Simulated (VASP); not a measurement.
FeSi, 8 atoms in the cell. The structure is cubic, space group P2_13 (No. 198). Conventional cell: a = 4.551 Å, b = 4.551 Å, c = 4.551 Å, α = 90.00°, β = 90.00°, γ = 90.00°. Fe (site symmetry 3) has 7 Si at 2.32 to 2.55 Å as nearest neighbours. Around Si (site symmetry 3) lie 7 Fe at 2.32 to 2.55 Å. 

| Quantity | Value |
| --- | --- |
| Program | VASP 6.6.1 |
| Task | relaxation of cell and atoms |
| Functional | LDA |
| Potentials or basis | VASP PAW LDA potentials, release 64 (Fe, Si) |
| Cutoff | 600 eV |
| k mesh | 8 × 8 × 8 |
| Occupations | gaussian, width 0.03 eV |
| Spin | no spin polarisation |
| Target pressure | 50.7 GPa |
| Further INCAR settings | ALGO = Normal; EDIFF = 1e-06; IBRION = 2; EDIFFG = -0.01; NSW = 90; ISIF = 3 |
| Target pressure | 50.7 GPa |

Potentials or basis: VASP PAW LDA potentials, release 64 (Fe, Si).

Run with:

```console
$ cat potpaw_LDA.64/Fe/POTCAR potpaw_LDA.64/Si/POTCAR > POTCAR
$ mpirun -np 2 vasp_std > vasp.out
```

Hardware: 2 MPI ranks on Intel(R) Xeon(R) Platinum 8375C CPU @ 2.90GHz (Ice Lake), with other jobs on the host.

Q: How long does it take, and how much memory?

A: It took 7.6 min on 2 MPI ranks on Intel(R) Xeon(R) Platinum 8375C CPU @ 2.90GHz (Ice Lake), on a shared host, peak memory 0.24 GiB a rank. Counts: scf iterations 101, k points 45, ion steps 11.
